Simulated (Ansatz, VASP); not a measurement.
# Cross-check of NiP2O6 (NiP2O6 (C2/c)) between VASP and Ansatz

Aim: how closely do two programs agree when they are given the same cell, functional and k mesh? Of the first pair: The structure shown is the start of the Ansatz relaxation below; VASP solves that cell, so the two are compared at the walk's first step.

Calculated with Ansatz 0.2.0; plane waves, with VASP 6.6.1 beside it; PBEsol.

In doubt: warnings of the run leave room for a lower electronic state, so energies may not be the lowest and differences between runs may mislead.

### 1. Starting point

Symmetry: C2/c, No. 15, monoclinic system. The conventional cell has a = 11.606 Å, b = 8.198 Å, c = 9.841 Å, α = 90.00°, β = 118.51°, γ = 90.00°. Ni has 6 O at 1.99 to 2.10 Å nearest. Nearest to Ni lie 6 O at 1.99 to 2.07 Å. P has 4 O at 1.46 to 1.60 Å nearest. Nearest to P lie 4 O at 1.46 to 1.59 Å. Nearest to O lie 1 P at 1.46 Å and 1 Ni at 1.99 Å. O has 1 P at 1.51 Å and 2 Ni at 2.07 to 2.10 Å nearest. Farther neighbours and most contacts between anions are not listed.

### 2. Ansatz: relaxation, PBEsol

Ansatz runs on its default PAW (the set named soft_2) files.

The two programs are compared at the cell with which this relaxation starts, whose forces are those of its first step.

File input.yaml:

```yaml
crystal:
  lattice:
    - [5.8029336, -4.0988465, 0.0]
    - [5.8029336, 4.0988465, 0.0]
    - [-4.6975579, 0.0, 8.6478264]
  atoms:
    - { symbol: Ni, position: [0.55763548, 0.44236452, 0.75], spin: 1.5 }
    - { symbol: Ni, position: [0.44236452, 0.55763548, 0.25], spin: 1.5 }
    - { symbol: Ni, position: [0.0, 0.5, 0.0], spin: 1.5 }
    - { symbol: Ni, position: [0.5, 0.0, 0.5], spin: 1.5 }
    - { symbol: P, position: [0.75045976, 0.22968562, 0.02347949] }
    - { symbol: P, position: [0.77031438, 0.24954024, 0.47652051] }
    - { symbol: P, position: [0.24954024, 0.77031438, 0.97652051] }
    - { symbol: P, position: [0.22968562, 0.75045976, 0.52347949] }
    - { symbol: P, position: [0.79383011, 0.81029625, 0.80228014] }
    - { symbol: P, position: [0.18970375, 0.20616989, 0.69771986] }
    - { symbol: P, position: [0.20616989, 0.18970375, 0.19771986] }
    - { symbol: P, position: [0.81029625, 0.79383011, 0.30228014] }
    - { symbol: O, position: [0.41666565, 0.64976539, 0.9055385] }
    - { symbol: O, position: [0.35023461, 0.58333435, 0.5944615] }
    - { symbol: O, position: [0.58333435, 0.35023461, 0.0944615] }
    - { symbol: O, position: [0.64976539, 0.41666565, 0.4055385] }
    - { symbol: O, position: [0.79141144, 0.30583491, 0.91612958] }
    - { symbol: O, position: [0.69416509, 0.20858856, 0.58387042] }
    - { symbol: O, position: [0.20858856, 0.69416509, 0.08387042] }
    - { symbol: O, position: [0.30583491, 0.79141144, 0.41612958] }
    - { symbol: O, position: [0.78357578, 0.61531191, 0.82290777] }
    - { symbol: O, position: [0.38468809, 0.21642422, 0.67709223] }
    - { symbol: O, position: [0.21642422, 0.38468809, 0.17709223] }
    - { symbol: O, position: [0.61531191, 0.78357578, 0.32290777] }
    - { symbol: O, position: [0.81285864, 0.03342238, 0.34625929] }
    - { symbol: O, position: [0.96657762, 0.18714136, 0.15374071] }
    - { symbol: O, position: [0.18714136, 0.96657762, 0.65374071] }
    - { symbol: O, position: [0.03342238, 0.81285864, 0.84625929] }
    - { symbol: O, position: [0.9990744, 0.71110086, 0.43411465] }
    - { symbol: O, position: [0.28889914, 0.0009256, 0.06588535] }
    - { symbol: O, position: [0.0009256, 0.28889914, 0.56588535] }
    - { symbol: O, position: [0.71110086, 0.9990744, 0.93411465] }
    - { symbol: O, position: [0.84163927, 0.68751561, 0.14961187] }
    - { symbol: O, position: [0.31248439, 0.15836073, 0.35038813] }
    - { symbol: O, position: [0.15836073, 0.31248439, 0.85038813] }
    - { symbol: O, position: [0.68751561, 0.84163927, 0.64961187] }
magnetization:
  spin_polarized: true
basis:
  ecutwfc: 420
  xc_grid: 2
hamiltonian:
  xc: pbesol
kpoints:
  mp_grid: { grid: [4, 4, 3] }
scf:
  occupations: { method: fermi_dirac, width: 0.01 }
  max_iter: 150
output:
  forces: true
  stress: true
relax:
  f_tol: 0.01
  max_steps: 60
  cell: {}
checkpoint:
  write: "../pbesol.run"
  compress: false
  write_wavefunctions: false
  write_every: 100000
```

Started as:

```
$ ansatz run input.yaml --threads 8 --pin off --max-ram 13189MiB --backend cpu --events-out ev --progress --plain --runs-dir out
```

Numbers of over 12 decimals in the logs are rounded to 6 here.

Output:

```text
Engine: ansatz 0.2.0, x86_64-unknown-linux-gnu
Pseudopotentials: kind: paw
Pseudopotential: Ni, paw, valence charge 18, recommended cutoff 420 eV (normal), Ni.paw.azcp
Pseudopotential: P, paw, valence charge 5, recommended cutoff 420 eV (normal), P.paw.azcp
Pseudopotential: O, paw, valence charge 6, recommended cutoff 420 eV (normal), O.paw.azcp
Functional definition: PBEsol
  exchange = pbesol_x
  correlation = pbesol_c
Crystal: 36 atoms, lattice volume = 411.383 Å³
Basis set: ecut = 420 eV, 8045 PW (Γ), exchange–correlation on 96×96×144 points (8 copies of the dense FFT grid, shifted against one another)
Bands: 167, of which v1, the nominal top of the filled ones, is band 128 counted from 1 (127 counted from 0)
Symmetry: 4 space group operations
Space group: C2/c (ITA 15), of the structure as read, at distance tolerance 7.4e-5 Å
Magnetic group: BNS 15.85 (UNI 92), of the structure as read, at distance tolerance 7.4e-5 Å
k-points: 17 of 48
Non-local potential: Ni, projectors of the file, l = 0: 3, l = 1: 2, l = 2: 3, l = 3: 1
Non-local potential: P, projectors of the file, l = 0: 2, l = 1: 2, l = 2: 2
Non-local potential: O, projectors of the file, l = 0: 2, l = 1: 2, l = 2: 1
PAW form: soft (Blöchl's): semilocal exchange-correlation on the pseudo side does not see the compensation charge
PAW frozen core: Ni, regenerated for the run's functional, and the local potential with it (the file was generated under x = pbe(κ = 0.804, μ = 0.219515), c = pbe(β = 0.066725))
PAW frozen core: P, regenerated for the run's functional, and the local potential with it (the file was generated under x = pbe(κ = 0.804, μ = 0.219515), c = pbe(β = 0.066725))
PAW frozen core: O, regenerated for the run's functional, and the local potential with it (the file was generated under x = pbe(κ = 0.804, μ = 0.219515), c = pbe(β = 0.066725))
PAW one-centre angular grid: Ni, 590 points (default); XC on 64 Gauss nodes
PAW one-centre angular grid: P, 110 points (default); XC on 64 Gauss nodes
PAW one-centre angular grid: O, 110 points (default); XC on 64 Gauss nodes
Initial density: superposition of atomic densities (chi_scale 0.1, normalization cell, long waves kept (reshape's long-wave potential 0.59 eV rms))
Starting moments: Σ|m| = 6 μB on 4 of 36 sites
Initial wavefunctions: pseudopotential atomic-orbital guess
Functional: x = pbesol(κ = 0.804, μ = 0.123457), c = pbesol(β = 0.046)
SCF iter   1: F=—  HF=-42627.379347 eV  |F-HF|=—  |Δ(HF+E_count)|=         —  Δρ=1.58e-1 (↑9.44e-2 ↓1.58e-1)  dr2=2.82e2  dr2_m=5.22e0  M=4.000 μB ∫|m|=4.154 μB  β_m=0.30  ethr=3.10e-3  ⟨swp⟩=7.0  Hψ=26191  notcnv=0  defer=280
Mixer restart at iter 1: flushing history
preconditioner: auto → Kerker (q_TF=auto, 2.521 Å⁻¹)  [metal: Δε(μ)=0.012 eV  Ē_g=16.032 eV  σ=0.010 eV  W_gap=0.29  n_scr=108 (ndim 8)  ℏωp=27.4 eV  f_vac=0.072  D(μ)=11.49/eV (n_scr^D=82)]
spin=Collinear: Kerker preconditioning applied to the charge; magnetization (m = ρ↑ − ρ↓) channel mixes plain (no charge-response kernel on spin).
SCF iter   2: F=—  HF=-42618.362266 eV  |F-HF|=—  |Δ(HF+E_count)|=    9.02e0  Δρ=4.88e-2 (↑4.88e-2 ↓4.78e-2)  dr2=4.01e1  dr2_m=2.32e0  M=8.000 μB ∫|m|=8.044 μB  β_m=0.33  ethr=3.10e-3  ⟨swp⟩=4.0  Hψ=13517  notcnv=0  defer=1043
preconditioner: auto → Resta (q_TF=auto, 2.521 Å⁻¹)  ε∞=4.0  [insulator: Δε(μ)=0.170 eV  Ē_g=15.833 eV  σ=0.010 eV  W_gap=1.00  n_scr=108 (ndim 8)  ℏωp=27.4 eV  f_vac=0.067  D(μ)=0.00/eV (n_scr^D=0)  ε∞_Penn≈4.0]
spin=Collinear: Resta preconditioning applied to the charge; magnetization (m = ρ↑ − ρ↓) channel mixes plain (no charge-response kernel on spin).
SCF iter   3: F=—  HF=-42610.551898 eV  |F-HF|=—  |Δ(HF+E_count)|=    7.81e0  Δρ=3.05e-2 (↑3.00e-2 ↓3.05e-2)  dr2=1.67e1  dr2_m=1.08e0  M=8.000 μB ∫|m|=8.086 μB  β_m=0.50  ethr=3.10e-3  ⟨swp⟩=2.7  Hψ=9827  notcnv=0  defer=1088
SCF iter   4: F=—  HF=-42605.926216 eV  |F-HF|=—  |Δ(HF+E_count)|=    4.63e0  Δρ=1.66e-2 (↑6.98e-3 ↓1.66e-2)  dr2=1.37e0  dr2_m=2.41e-1  M=8.000 μB ∫|m|=8.225 μB  β_m=0.63  ethr=3.10e-3  ⟨swp⟩=3.7  Hψ=9531  notcnv=0  defer=1087
SCF iter   5: F=—  HF=-42606.239595 eV  |F-HF|=—  |Δ(HF+E_count)|=   3.13e-1  Δρ=1.14e-2 (↑4.91e-3 ↓1.14e-2)  dr2=6.57e-1  dr2_m=8.03e-2  M=8.000 μB ∫|m|=8.249 μB  β_m=0.78  ethr=5.34e-4  ⟨swp⟩=4.5  Hψ=11064  notcnv=0  defer=1081
SCF iter   6: F=—  HF=-42606.348841 eV  |F-HF|=—  |Δ(HF+E_count)|=   1.09e-1  Δρ=7.19e-3 (↑3.15e-3 ↓7.19e-3)  dr2=2.63e-1  dr2_m=2.87e-2  M=8.000 μB ∫|m|=8.232 μB  β_m=0.66  ethr=2.57e-4  ⟨swp⟩=2.7  Hψ=8824  notcnv=0  defer=1081
SCF iter   7: F=—  HF=-42606.307375 eV  |F-HF|=—  |Δ(HF+E_count)|=         —  Δρ=3.09e-3 (↑1.60e-3 ↓3.09e-3)  dr2=4.97e-2  dr2_m=1.19e-2  M=8.000 μB ∫|m|=8.227 μB  β_m=0.66  ethr=1.03e-4  ⟨swp⟩=3.0  Hψ=11199  notcnv=0  defer=1079
Mixer restart at iter 7: flushing history
[...]
SCF converged after 5 iterations
Magnetization: 8.0000 μB (132.0000 up, 124.0000 down)
Absolute magnetization: 8.2266 μB (∫|ρ↑−ρ↓|, with the PAW one-centre terms)
Spin contamination: 0.0097 ħ² per cell (⟨S²⟩ above its minimum at these occupations)
Per-site moments (μB) at R_I (Å): [(1.621278, 0.816527), (1.621278, 0.816527), (1.604293, 0.819237), (1.604293, 0.819237), (0.00525309, 0.607322), (0.00525309, 0.607322), (0.00525309, 0.607322), (0.00525309, 0.607322), (0.00539558, 0.609097), (0.00539558, 0.609097), (0.00539558, 0.609097), (0.00539558, 0.609097), (0.033158, 0.607322), (0.033158, 0.607322), (0.033158, 0.607322), (0.033158, 0.607322), (0.080058, 0.6297 [...]
Free energy (F): -42606.459709 eV
Harris-Foulkes:  -42606.459709 eV  (|F-HF|=5.38e-10)
Internal energy: -42606.459709 eV  (E = F + TS)
E sigma→0 (E₀):  -42606.459709 eV
Fermi energy:    6.853816 eV
--- Per-component energies (eV) ---
  E_band       = -2547.323465
  E_kinetic    = 5973.472957
  E_local      = -33694.064819  (includes V_loc(G=0)·N_el)
  E_nonlocal   = 3983.009758
  E_hartree    = 13698.323995
  E_xc         = -2575.076005
  E_vxc        = -3166.748633  (∫ρ·V_xc dr)
  E_paw        = -14491.919271  (= ΣΔE_a)
  E_vpaw       = -3039.703731  (= ΣTr[D̂ρ^β])
  E_aug_tail   = 0.062447  (compensation charges beyond the density's cutoff)
  E_ewald      = -15502.273606
  E_core_change = 2.004834  (= ΣΔE_core)
  E_smearing   = -0.000000  (= −TS)
  E_closure    = -0.000000  (closes the sum)
  Σ components = -42606.459709   (vs F -42606.459709, Δ=0.00e0)
--- Forces (eV/Å), atoms counted from 1 ---
  atom   1  Ni     0.00000000    -0.00141989     0.00000000
  atom   2  Ni    -0.00000000     0.00141989    -0.00000000
  atom   3  Ni     0.00000000    -0.00000000     0.00000000
  atom   4  Ni     0.00000000     0.00000000     0.00000000
  atom   5  P      0.00517932     0.00277780    -0.00451566
  atom   6  P     -0.00517932     0.00277780     0.00451566
  atom   7  P     -0.00517932    -0.00277780     0.00451566
  atom   8  P      0.00517932    -0.00277780    -0.00451566
  atom   9  P     -0.00357851    -0.00429019     0.00104320
  atom  10  P      0.00357851    -0.00429019    -0.00104320
  atom  11  P      0.00357851     0.00429019    -0.00104320
  atom  12  P     -0.00357851     0.00429019     0.00104320
  atom  13  O      0.00356204    -0.00424155    -0.00773475
  atom  14  O     -0.00356204    -0.00424155     0.00773475
  atom  15  O     -0.00356204     0.00424155     0.00773475
  atom  16  O      0.00356204     0.00424155    -0.00773475
  atom  17  O     -0.00205348     0.00058385    -0.00022645
  atom  18  O      0.00205348     0.00058385     0.00022645
  atom  19  O      0.00205348    -0.00058385     0.00022645
  atom  20  O     -0.00205348    -0.00058385    -0.00022645
  atom  21  O      0.00272869     0.00045504    -0.00046006
  atom  22  O     -0.00272869     0.00045504     0.00046006
  atom  23  O     -0.00272869    -0.00045504     0.00046006
  atom  24  O      0.00272869    -0.00045504    -0.00046006
[...]
atom  29  O     -0.00199024     0.00154771    -0.00292561
  atom  30  O      0.00199024     0.00154771     0.00292561
  atom  31  O      0.00199024    -0.00154771     0.00292561
  atom  32  O     -0.00199024    -0.00154771    -0.00292561
  atom  33  O      0.00017073    -0.00044577    -0.00041606
  atom  34  O     -0.00017073    -0.00044577     0.00041606
  atom  35  O     -0.00017073     0.00044577     0.00041606
  atom  36  O      0.00017073     0.00044577    -0.00041606
  max |Σ_I F_I| component: 2.66e-18 eV/Å
--- Stress (GPa, compression-positive) ---
        0.012348       0.000000       0.022645
        0.000000       0.018751       0.000000
        0.022648       0.000000       0.026777
  P = ⅓ Tr σ = 0.0193 GPa (0.193 kbar)
--- Relaxed structure (10 steps of the walk, 10 accepted, 1 SCFs on fresh bases) ---
  F+E_penalty+E_count = -42606.45970932 eV   max|allowed force component| = 7.735e-3 eV/Å   (the final SCF, on the basis selected at the relaxed cell)
  cell:  # Å, volume = 411.1938 Å³
    - [5.792734, -4.098551, 0.00551652]
    - [5.792734, 4.098551, 0.00551652]
    - [-4.681080, 0.0, 8.655239]
  atoms:
    - { symbol: Ni, position: [0.558597, 0.441403, 0.750000] }
    - { symbol: Ni, position: [0.441403, 0.558597, 0.250000] }
    - { symbol: Ni, position: [-1.85940672581264e-17, 0.5, 0.0] }
    - { symbol: Ni, position: [0.500000, -5.551115123125783e-17, 0.500000] }
    - { symbol: P, position: [0.749534, 0.231290, 0.023178] }
    - { symbol: P, position: [0.768710, 0.250466, 0.476822] }
    - { symbol: P, position: [0.250466, 0.768710, 0.976822] }
    - { symbol: P, position: [0.231290, 0.749534, 0.523178] }
    - { symbol: P, position: [0.791986, 0.810524, 0.802129] }
    - { symbol: P, position: [0.189476, 0.208014, 0.697871] }
    - { symbol: P, position: [0.208014, 0.189476, 0.197871] }
    - { symbol: P, position: [0.810524, 0.791986, 0.302129] }
    - { symbol: O, position: [0.418572, 0.646617, 0.904783] }
    - { symbol: O, position: [0.353383, 0.581428, 0.595217] }
    - { symbol: O, position: [0.581428, 0.353383, 0.095217] }
    - { symbol: O, position: [0.646617, 0.418572, 0.404783] }
    - { symbol: O, position: [0.792737, 0.306266, 0.914284] }
    - { symbol: O, position: [0.693734, 0.207263, 0.585716] }
    - { symbol: O, position: [0.207263, 0.693734, 0.085716] }
    - { symbol: O, position: [0.306266, 0.792737, 0.414284] }
    - { symbol: O, position: [0.783784, 0.612920, 0.823867] }
    - { symbol: O, position: [0.387080, 0.216216, 0.676133] }
    - { symbol: O, position: [0.216216, 0.387080, 0.176133] }
    - { symbol: O, position: [0.612920, 0.783784, 0.323867] }
    - { symbol: O, position: [0.815671, 0.032955, 0.346716] }
    - { symbol: O, position: [0.967045, 0.184329, 0.153284] }
    - { symbol: O, position: [0.184329, 0.967045, 0.653284] }
    - { symbol: O, position: [0.032955, 0.815671, 0.846716] }
    - { symbol: O, position: [1.000239, 0.705094, 0.433343] }
    - { symbol: O, position: [0.294906, -0.000239461, 0.066657] }
    - { symbol: O, position: [-0.000239461, 0.294906, 0.566657] }
    - { symbol: O, position: [0.705094, 1.000239, 0.933343] }
    - { symbol: O, position: [0.838734, 0.686099, 0.147075] }
    - { symbol: O, position: [0.313901, 0.161266, 0.352925] }
    - { symbol: O, position: [0.161266, 0.313901, 0.852925] }
    - { symbol: O, position: [0.686099059567, 0.838734, 0.647075] }
```

(Part 1 of 2 ends here.)

[Lines on the potential files, build, host, timing and source positions are cut from VASP's logs without a mark.]

[Logs are printed without paths, hosts, clocks, repeated set-up lines and the standing remarks that a program may print on its own settings, such as how far it seeks lower states.]

[Hosts, paths, dates, database ids (printed as entryN), source tags and the programs' standing remarks are cut or masked in the printed files.]
